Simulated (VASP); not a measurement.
Input:

```
CELL_PARAMETERS angstrom
      0.00000     3.06162     3.06162
      3.06162     0.00000     3.06162
      3.06162     3.06162     0.00000
ATOMIC_POSITIONS crystal
  Cd 0.00000 0.00000 0.00000
  Se 0.25000 0.25000 0.25000
```

These are PBE GGA with D3 dispersion (Becke-Johnson damping), VASP's PBE PAW potentials (set 64) (plane waves; VASP 6.6.1) values and carry that method's errors. Run with 520 eV cut-off, 8×8×8 Γ-centred mesh, tetrahedra with Blöchl corrections, potentials Cd Se.

Problem. Tabulate the total density of states (states/eV per cell) against energy (eV; zero at the valence-band maximum or, without a gap, the Fermi level).

Solution. 
```
E (eV) | DOS (states/eV)
    -9.97 |  0.00
    -9.37 |  0.00
    -8.77 |  0.00
    -8.17 |  0.00
    -7.57 | ############################## 17.9
    -7.09 | ###### 3.50
    -6.49 |  0.00
    -5.89 |  0.00
    -5.29 |  0.00
    -4.69 |  0.00
    -4.09 | # 0.70
    -3.49 | # 0.85
    -3.01 | # 0.41
    -2.41 | # 0.39
    -1.81 | ### 1.88
    -1.21 | #### 2.37
    -0.61 | ## 1.43
    -0.01 |  0.03
     0.59 |  0.00
     1.19 |  0.01
     1.79 |  0.07
     2.27 |  0.16
     2.87 | # 0.69
     3.47 | ## 1.26
     4.07 | ## 1.42
```
Within 2 eV below the valence-band maximum the largest weight inside VASP's projection spheres is Se p.

The compound is CdSe in the zinc blende structure, whereas wurtzite is the usual form. It was relaxed first.
